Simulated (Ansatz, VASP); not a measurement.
**GaSb in two plane-wave programs**

One calculation is typed for both programs; each brings its own data sets. How far apart do they land? The two relaxations start from unlike cells of this crystal (the structure described is Ansatz's start), so only their ends are compared.

Program: Ansatz 0.2.0. Level of theory: plane waves, with VASP 6.6.1 beside it; relaxation of cell and atoms at RPBE. Results are calculated unless marked as measured.

### Step 1. Starting point

Symmetry: F-43m, No. 216, cubic system. Conventional cell: a = 6.118 Å, b = 6.118 Å, c = 6.118 Å, α = 90.00°, β = 90.00°, γ = 90.00°. Nearest to Ga lie 4 Sb at 2.65 Å. Nearest to Sb lie 4 Ga at 2.65 Å. Farther neighbours are not listed.

### Step 2. Ansatz: relaxation of cell and atoms, RPBE

Ansatz runs on its default PAW (the set named soft_2) files.

The relaxed volume is the usual yardstick between codes: in a stiff, nearly cubic crystal its relative difference is about their pressure difference at one cell divided by the bulk modulus.

input.yaml reads:

```yaml
crystal:
  lattice:
    - [0.0, 3.059, 3.059]
    - [3.059, 0.0, 3.059]
    - [3.059, 3.059, 0.0]
  atoms:
    - { symbol: Ga, position: [0.0, 0.0, 0.0] }
    - { symbol: Sb, position: [0.25, 0.25, 0.25] }
kpoints:
  mp_grid: { grid: [10, 10, 10] }
hamiltonian:
  xc: rpbe
scf:
  occupations: { method: gaussian, width: 0.01 }
output:
  forces: true
  stress: true
  eigenvalues: true
relax:
  adjacent_minimum: "off"
  f_tol: 0.005
  max_steps: 80
  cell: { stress_tol: 0.05 }
```

Command:

```console
ansatz run input.yaml --threads 4 --pin off --max-ram 8192MiB --backend cpu --events-out ev --progress --plain --runs-dir out
```

Numbers of over 12 decimals in the logs are rounded to 6 here.

Log:

```text
Engine: ansatz 0.2.0, aarch64-unknown-linux-gnu
Pseudopotentials: kind: paw
Pseudopotential: Ga, paw, valence charge 13, recommended cutoff 420 eV (normal), Ga.paw.azcp
Pseudopotential: Sb, paw, valence charge 15, recommended cutoff 420 eV (normal), Sb.paw.azcp
Functional definition: RPBE
  parameter kappa = 0.804
  parameter beta = 0.066725
  exchange = rpbe_x(kappa = kappa, mu = beta*pi^2/3)
  correlation = pbe_c(beta = beta)
Crystal: 2 atoms, lattice volume = 57.249 Å³
Basis set: ecut = 420 eV, 1139 PW (Γ), exchange–correlation on 60×60×60 points (8 copies of the dense FFT grid, shifted against one another)
Bands: 18, of which v1, the nominal top of the filled ones, is band 14 counted from 1 (13 counted from 0)
Symmetry: 24 space group operations
Space group: F-43m (ITA 216), of the structure as read, at distance tolerance 3.9e-5 Å
k-points: 47 of 1000 (time reversal used)
Non-local potential: Ga, projectors of the file, l = 0: 2, l = 1: 2, l = 2: 3, l = 3: 1
Non-local potential: Sb, projectors of the file, l = 0: 2, l = 1: 2, l = 2: 2, l = 3: 2
PAW form: soft (Blöchl's): semilocal exchange-correlation on the pseudo side does not see the compensation charge
PAW frozen core: Ga, regenerated for the run's functional, and the local potential with it (the file was generated under x = pbe(κ = 0.804, μ = 0.219515), c = pbe(β = 0.066725))
PAW frozen core: Sb, regenerated for the run's functional, and the local potential with it (the file was generated under x = pbe(κ = 0.804, μ = 0.219515), c = pbe(β = 0.066725))
PAW one-centre angular grid: Ga, 590 points (default); XC on 64 Gauss nodes
PAW one-centre angular grid: Sb, 590 points (default); XC on 64 Gauss nodes
Initial density: superposition of atomic densities (neutral atoms: chi_scale 0, normalization atom), corrected by the library's trained network
Initial wavefunctions: pseudopotential atomic-orbital guess
Functional: x = rpbe, c = pbe(β = 0.066725)
SCF iter   1: F=—  HF=-10282.120048 eV  |F-HF|=—  |Δ(HF+E_count)|=         —  Δρ=3.11e-3  dr2=2.12e-3  ethr=1.77e-3  ⟨swp⟩=6.2  Hψ=4423  notcnv=0
preconditioner: auto → none  [insulator: Δε(μ)=0.127 eV  Ē_g=14.640 eV  σ=0.010 eV  W_gap=1.00  n_scr=14 (ndim 8)  ℏωp=20.8 eV  f_vac=0.091  D(μ)=0.00/eV (n_scr^D=0)  ε∞_Penn≈3.0]
SCF iter   2: F=—  HF=-10282.118652 eV  |F-HF|=—  |Δ(HF+E_count)|=   1.40e-3  Δρ=7.23e-4  dr2=3.56e-4  ethr=7.56e-6  ⟨swp⟩=2.1  Hψ=2071  notcnv=0
SCF iter   3: F=—  HF=-10282.118487 eV  |F-HF|=—  |Δ(HF+E_count)|=   1.65e-4  Δρ=4.43e-4  dr2=6.45e-5  ethr=1.27e-6  ⟨swp⟩=2.0  Hψ=1457  notcnv=0
SCF iter   4: F=—  HF=-10282.118520 eV  |F-HF|=—  |Δ(HF+E_count)|=   3.30e-5  Δρ=1.65e-4  dr2=9.05e-6  ethr=2.30e-7  ⟨swp⟩=2.5  Hψ=1459  notcnv=0
SCF iter   5: F=—  HF=-10282.118521 eV  |F-HF|=—  |Δ(HF+E_count)|=   6.50e-7  Δρ=6.48e-5  dr2=1.18e-6  ethr=3.23e-8  ⟨swp⟩=2.0  Hψ=1504  notcnv=0
SCF iter   6: F=-10282.118522 eV  HF=-10282.118522 eV  |F-HF|=5.69e-8  |Δ(HF+E_count)|=   8.95e-7  Δρ=6.43e-6  dr2=2.02e-8  ethr=3.57e-10  ⟨swp⟩=4.0  Hψ=3767  notcnv=0
SCF 1 converged in 6 iterations: F = -10282.118522 eV  dr2 = 2.02e-8
  greatest PAW one-centre occupation: 0.995 electrons in one spin orbital (limit 2), on the Sb atom at site 1 (counted from 0), in its partial waves of l = 2
relax step   1: F+E_penalty+E_count = -10282.11852187 eV  Δ(F+E_penalty+E_count) = +0.000e0 eV  max|allowed force component| = 2.035e-16 eV/Å  Δτ_max = 0.0000 Å  P = +3.890 GPa  Ω = 57.249 Å³  (6 SCF iters, dr2 threshold 1.00e-7 eV, accepted)
[...]
relax step   2: F+E_penalty+E_count = -10282.16894521 eV  Δ(F+E_penalty+E_count) = -5.042e-2 eV  max|allowed force component| = 3.701e-17 eV/Å  Δτ_max = 0.0000 Å  P = -0.694 GPa  Ω = 63.187 Å³  energy of the carried Pulay correction = -1.363e-3 eV  (6 SCF iters, dr2 threshold 2.00e-7 eV, accepted)
[...]
relax step   3: F+E_penalty+E_count = -10282.17160010 eV  Δ(F+E_penalty+E_count) = -2.655e-3 eV  max|allowed force component| = 3.469e-17 eV/Å  Δτ_max = 0.0000 Å  P = -0.097 GPa  Ω = 62.210 Å³  energy of the carried Pulay correction = -1.149e-3 eV  (4 SCF iters, dr2 threshold 2.00e-7 eV, accepted)
[...]
relax step   4: F+E_penalty+E_count = -10282.17167940 eV  Δ(F+E_penalty+E_count) = -7.930e-5 eV  max|allowed force component| = 5.089e-17 eV/Å  Δτ_max = 0.0000 Å  P = -0.005 GPa  Ω = 62.065 Å³  energy of the carried Pulay correction = -1.116e-3 eV  (4 SCF iters, dr2 threshold 2.37e-8 eV, accepted)
[...]
relax step   5: F+E_penalty+E_count = -10282.17262129 eV  Δ(F+E_penalty+E_count) = -9.419e-4 eV  max|allowed force component| = 2.082e-17 eV/Å  Δτ_max = 0.0000 Å  P = -0.016 GPa  Ω = 62.065 Å³  stress off target by 1.60e-2 GPa  SCF on the basis re-selected at this cell (its energy is not comparable with the rows above)  (9 SCF iters)
basis re-selected at this cell: Δ(F+E_penalty+E_count) = -9.419e-4 eV, ΔP = -0.011 GPa vs the last step (what re-selecting the basis moved, of the pressure what is left beyond the Pulay correction that the steps carried, after the strain that the cell walked since its last selection, with what the two solves' SCF thresholds leave and, on support functions, any second-order correction that the steps lacked; it is no m [...]
SCF converged after 9 iterations
Free energy (F): -10282.172621 eV
Harris-Foulkes:  -10282.172621 eV  (|F-HF|=3.64e-12)
Internal energy: -10282.172606 eV  (E = F + TS)
E sigma→0 (E₀):  -10282.172614 eV
Entropy (-TS):   -0.000015 eV (-0.008 meV/atom)
Fermi energy:    6.816281 eV
--- Per-component energies (eV) ---
  E_band       = -281.408281
  E_kinetic    = 320.760792
  E_local      = -4020.763711  (includes V_loc(G=0)·N_el)
  E_nonlocal   = 786.349774
  E_hartree    = 1845.085281
  E_xc         = -206.611849
  E_vxc        = -152.228959  (∫ρ·V_xc dr)
  E_paw        = -6579.195721  (= ΣΔE_a)
  E_vpaw       = -905.696606  (= ΣTr[D̂ρ^β])
  E_aug_tail   = -0.000119  (compensation charges beyond the density's cutoff)
  E_ewald      = -2427.663162
  E_core_change = -0.133891  (= ΣΔE_core)
  E_smearing   = -0.000015  (= −TS)
  E_closure    = 0.000000  (closes the sum)
  Σ components = -10282.172621   (vs F -10282.172621, Δ=0.00e0)
--- Forces (eV/Å), atoms counted from 1 ---
  atom   1  Ga     0.00000000     0.00000000    -0.00000000
  atom   2  Sb    -0.00000000    -0.00000000     0.00000000
  max |Σ_I F_I| component: 1.16e-17 eV/Å
--- Stress (GPa, compression-positive) ---
       -0.016001      -0.000000      -0.000000
       -0.000000      -0.016001       0.000000
        0.000000       0.000000      -0.016001
  P = ⅓ Tr σ = -0.0160 GPa (-0.160 kbar)
--- Band table (eV; the first three rows and the last of 47) ---
  k-point 0: bands = [... 10 lower, -4.0973, 6.3913, 6.8132, 6.8132, 6.8132, 9.6338, 9.6338, 9.6338]
  k-point 1: bands = [... 10 lower, -4.0046, 5.1406, 6.6656, 6.6656, 7.5445, 9.8432, 9.8432, 9.9558]
  k-point 2: bands = [... 10 lower, -3.7361, 3.6495, 6.3542, 6.3542, 7.6112, 10.2617, 10.2617, 11.0540]
  k-point 46: bands = [... 10 lower, -1.9363, 0.4939, 3.9063, 4.1004, 9.8133, 10.2710, 12.1029, 12.1614]
--- Relaxed structure (4 steps of the walk, 4 accepted, 1 SCFs on fresh bases) ---
  F+E_penalty+E_count = -10282.17262129 eV   max|allowed force component| = 2.082e-17 eV/Å   (the final SCF, on the basis selected at the relaxed cell)
  cell:  # Å, volume = 62.0655 Å³
    - [0, 3.142486, 3.142486]
    - [3.142486, 0, 3.142486]
    - [3.142486, 3.142486, 0]
  atoms:
    - { symbol: Ga, position: [0, 0, 0] }
    - { symbol: Sb, position: [0.25, 0.25, 0.25] }
```

In the SCF lines HF is the Harris–Foulkes energy and dr2 the Hartree energy of the density residual, in eV; the loop may stop once dr2 is under the threshold and the program's other checks hold. Hψ counts applications of the Hamiltonian.

### Step 3. VASP: relaxation of cell and atoms, RPBE

Its own start cell and the same functional, mesh and smearing now go to VASP, with its own data sets.

Lines of VASP's logs that name or quote its potential files are left out, and so is its time.

INCAR reads:

```
SYSTEM = GaSb
PREC = Accurate
ENCUT = 500
EDIFF = 1E-07
NELM = 120
ISMEAR = 0
SIGMA = 0.01
LREAL = .FALSE.
ALGO = Normal
GGA = RP
NBANDS = 15
LORBIT = 11
LWAVE = .FALSE.
LCHARG = .FALSE.
ISIF = 3
IBRION = 2
NSW = 80
EDIFFG = -0.005
LASPH = .TRUE.
GGA_COMPAT = .FALSE.
NELMIN = 4
```

POSCAR reads:

```
GaSb
1.0
    0.0000000000      3.1423759627      3.1423759627
    3.1423759627      0.0000000000      3.1423759627
    3.1423759627      3.1423759627      0.0000000000
Ga Sb
1 1
Direct
    0.0000000000      0.0000000000      0.0000000000
    0.2500000000      0.2500000000      0.2500000000
```

KPOINTS reads:

```
Automatic mesh
0
Gamma
10 10 10
0 0 0
```

Potentials, in the order of the species: Ga_d and Sb (PBE family, release 64).

Command:

```console
mpirun -np 1 vasp_std
```

Log:

```text
[banner, memory and clock lines left out]
running    1 mpi-ranks, on    1 nodes
 distrk:  each k-point on    1 cores,    1 groups
 distr:  one band on    1 cores,    1 groups

 POSCAR found type information on POSCAR GaSb
 POSCAR found :  2 types and       2 ions
|                                                                             |
|               ----> ADVICE to this user running VASP <----                  |
|                                                                             |
|     You enforced a specific xc type in the INCAR file but a different       |
|     [... a line on the potential file left out ...]
|     I HOPE YOU KNOW WHAT YOU ARE DOING!                                     |
|                                                                             |

 LDA part: xc-table for (Slater+PW92), standard interpolation
 POSCAR, INCAR and KPOINTS ok, starting setup
 FFT: planning ... GRIDC
 FFT: planning ... GRID_SOFT
 FFT: planning ... GRID
 WAVECAR not read
 entering main loop
       N       E                     dE             d eps       ncg     rms          rms(c)
DAV:   1     0.803621254390E+02    0.80362E+02   -0.83805E+03  1410   0.138E+03
DAV:   2    -0.798599652396E+00   -0.81161E+02   -0.78447E+02  1655   0.296E+02
DAV:   3    -0.661328553607E+01   -0.58147E+01   -0.58006E+01  1690   0.660E+01
DAV:   4    -0.671678784930E+01   -0.10350E+00   -0.10347E+00  1714   0.984E+00
DAV:   5    -0.671941735550E+01   -0.26295E-02   -0.26295E-02  1815   0.138E+00    0.295E+00
DAV:   6    -0.670359777135E+01    0.15820E-01   -0.58590E-02  2025   0.366E+00    0.179E+00
DAV:   7    -0.670719929709E+01   -0.36015E-02   -0.34578E-02  1606   0.154E+00    0.344E-01
DAV:   8    -0.671008120360E+01   -0.28819E-02   -0.54757E-03  1692   0.804E-01    0.652E-02
DAV:   9    -0.671114706986E+01   -0.10659E-02   -0.13296E-03  1550   0.264E-01    0.329E-02
DAV:  10    -0.671138945997E+01   -0.24239E-03   -0.37475E-04  1648   0.985E-02    0.907E-03
DAV:  11    -0.671141377396E+01   -0.24314E-04   -0.51731E-05  1683   0.588E-02    0.558E-03
DAV:  12    -0.671141766893E+01   -0.38950E-05   -0.85707E-06  1613   0.169E-02    0.228E-03
DAV:  13    -0.671141766587E+01    0.30600E-08   -0.12794E-07  1687   0.245E-03
   1 F= -.67114177E+01 E0= -.67114100E+01  d E =-.671142E+01
 curvature:   0.00 expect dE= 0.000E+00 dE for cont linesearch  0.000E+00
 trial: gam= 0.00000 g(F)=  0.127E-44 g(S)=  0.950E-05 ort = 0.000E+00 (trialstep = 0.100E+01)
 search vector abs. value=  0.950E-05
 bond charge predicted
       N       E                     dE             d eps       ncg     rms          rms(c)
DAV:   1    -0.671152461461E+01   -0.10695E-03   -0.13663E-03  1760   0.587E-01    0.584E-02
DAV:   2    -0.671144325435E+01    0.81360E-04   -0.14603E-04  1774   0.213E-01    0.272E-02
DAV:   3    -0.671142225576E+01    0.20999E-04   -0.24583E-05  1844   0.763E-02    0.588E-03
DAV:   4    -0.671141997030E+01    0.22855E-05   -0.24895E-06  1641   0.208E-02    0.203E-03
DAV:   5    -0.671141970222E+01    0.26808E-06   -0.19476E-07  1689   0.524E-03    0.545E-04
DAV:   6    -0.671141969982E+01    0.23965E-08   -0.28866E-08   950   0.270E-03
   2 F= -.67114197E+01 E0= -.67114120E+01  d E =-.203395E-05
 trial-energy change:   -0.000002  1 .order   -0.000004   -0.000009    0.000002
 step:   0.6108(harm=  0.8465)  dis= 0.00000  next Energy=    -6.711420 (dE=-0.248E-05)
 reached required accuracy - stopping structural energy minimisation
```

Parts of OUTCAR (step 3):

```text
ion  position               nearest neighbor table
   1  0.000  0.000  0.000-   2 2.72   2 2.72   2 2.72   2 2.72
   2  0.250  0.250  0.250-   1 2.72   1 2.72   1 2.72   1 2.72

  LATTYP: Found a face centered cubic cell.
 ALAT       =     6.2847519254

 Subroutine GETGRP returns: Found 24 space group operations
 (whereof 24 operations were pure point group operations)

The static configuration has the point symmetry T_d .

 Found     47 irreducible k-points:

   k-points           NKPTS =     47   k-points in BZ     NKDIM =     47   number of bands    NBANDS=     15

   dimension x,y,z NGX =    32 NGY =   32 NGZ =   32
   dimension x,y,z NGXF=    64 NGYF=   64 NGZF=   64

   ENCUT  =  500.0 eV  36.75 Ry    6.06 a.u.   8.10  8.10  8.10*2*pi/ulx,y,z

   NELECT =      18.0000    total number of electrons

 k-points in reciprocal lattice and weights: Automatic mesh
   0.00000000  0.00000000  0.00000000       0.001
   0.10000000  0.00000000  0.00000000       0.008
   0.20000000  0.00000000  0.00000000       0.008
   0.30000000  0.00000000  0.00000000       0.008
   0.40000000  0.00000000  0.00000000       0.008
   0.50000000  0.00000000  0.00000000       0.004
   0.10000000  0.10000000  0.00000000       0.006
   0.20000000  0.10000000  0.00000000       0.024
   0.30000000  0.10000000  0.00000000       0.024
[...]
-0.30000000  0.40000000  0.20000000       0.024
  -0.30000000  0.50000000  0.20000000       0.012

 average (electrostatic) potential at core
       1 -66.4575       2 -88.4005

 E-fermi :   4.1865

 k-point     1 :       0.0000    0.0000    0.0000
  band No.  band energies     occupation
    ...
      6      -6.7209      2.00000
      7       3.7544      2.00000
      8       4.1834      1.33334
      9       4.1834      1.33334
     10       4.1834      1.33331
     11       6.9954      0.00000
     12       6.9954      0.00000
     13       6.9954      0.00000
     14      10.1452      0.00000
     15      12.5963      0.00000

 k-point     2 :       0.1000    0.0000    0.0000
  band No.  band energies     occupation
    ...
      5     -10.6760      2.00000
      6      -6.6285      2.00000
      7       2.5075      2.00000
      8       4.0356      2.00000
      9       4.0356      2.00000
     10       4.9098      0.00000
     11       7.2043      0.00000
     12       7.2043      0.00000
     13       7.3176      0.00000
     14      10.6474      0.00000
    ...

 k-point     3 :       0.2000    0.0000    0.0000
  band No.  band energies     occupation
    ...
      5     -10.6761      2.00000
      6      -6.3606      2.00000
      7       1.0169      2.00000
      8       3.7241      2.00000
      9       3.7241      2.00000
     10       4.9754      0.00000
     11       7.6213      0.00000
     12       7.6213      0.00000
     13       8.4141      0.00000
     14      11.4791      0.00000
    ...

  Total       -0.0020777     -0.0020777     -0.0020777     -0.0000000     -0.0000000     -0.0000000
  in kB       -0.0535958     -0.0535958     -0.0535958     -0.0000000     -0.0000000     -0.0000000
  external PRESSURE =      -0.0535958 kB  Pullay stress =       0.0000000 kB

  energy-cutoff  :      500.00
  volume of cell :       62.11
      direct lattice vectors                 reciprocal lattice vectors
     0.000000000  3.143244371  3.143244371    -0.159071310  0.159071310  0.159071310
     3.143244371 -0.000000000  3.143244371     0.159071310 -0.159071310  0.159071310
     3.143244371  3.143244371 -0.000000000     0.159071310  0.159071310 -0.159071310

 POSITION                                       TOTAL-FORCE (eV/Angst)
 -----------------------------------------------------------------------------------
      6.28649      6.28649      6.28649         0.000000     -0.000000     -0.000000
      1.57162      1.57162      1.57162        -0.000000      0.000000      0.000000
 -----------------------------------------------------------------------------------
    total drift:                                0.000001      0.000001      0.000001

  FREE ENERGIE OF THE ION-ELECTRON SYSTEM (eV)
  ---------------------------------------------------
  free  energy   TOTEN  =        -6.7114196998 eV

  energy  without entropy=       -6.7114042736  energy(sigma->0) =       -6.71141199

 reached required accuracy - stopping structural energy minimisation

 total charge
# of ion       s       p       d       tot
------------------------------------------
    1        0.911   0.698   9.954  11.563
    2        1.131   1.296   0.023   2.450
--------------------------------------------------
tot          2.043   1.994   9.977  14.014

[... 3 further parts left out ...]
```

CONTCAR:

```
GaSb
   1.00000000000000
     0.0000000000000000    3.1432443709796609    3.1432443709796609
     3.1432443709796609   -0.0000000000000000    3.1432443709796609
     3.1432443709796609    3.1432443709796609   -0.0000000000000000
  Ga              Sb
     1     1
Direct
     1.0000000000000000    1.0000000000000000    1.0000000000000000
     0.2500000000000000    0.2500000000000000    0.2500000000000000
```

The run keeps the 24 symmetry operations of its start, so it cannot find a distortion of lower symmetry.

### Step 4. Differences

Known differences besides the potentials themselves: the data sets hold 28 valence electrons in Ansatz (on its default PAW (the set named soft_2) files) and 18 in VASP; the cutoff is 420 eV in Ansatz and 500 eV in VASP; Ansatz makes its cores anew for this functional, VASP keeps those of its PBE data sets; Ansatz adds a Pulay correction to the stress that steers its cell, VASP none. Total energies have different zeros and are not compared.

Both answers:

```
                                         quantity  Ansatz   VASP  difference
                                      volume (Å³)   62.07  62.11     -0.07 %
edge a after relaxation, in the typed setting (Å)   4.444  4.445     -0.02 %
```

### Step 5. Results

| Property | Result |
| --- | --- |
| difference in volume (relaxation of cell and atoms, RPBE) | -0.072 % |

What this shows: The difference in volume is -0.072 % (relaxation of cell and atoms, RPBE), within the 1.2 % picked in this series as the mark of a large difference, as far as the stopping tolerances let one tell. The data sets hold unlike numbers of valence electrons (28 in Ansatz and 18 in VASP), so part of the differences comes from the potentials. Such differences can come from data sets, numerical settings and the points named under the comparisons, not from the functional's error against experiment.

[Lines on the potential files, build, host, timing and source positions are cut from VASP's logs without a mark.]

[Logs are printed without paths, hosts, clocks, repeated set-up lines and the standing remarks that a program may print on its own settings, such as how far it seeks lower states.]

[Hosts, paths, dates, database ids (printed as entryN), source tags and the programs' standing remarks are cut or masked in the printed files.]
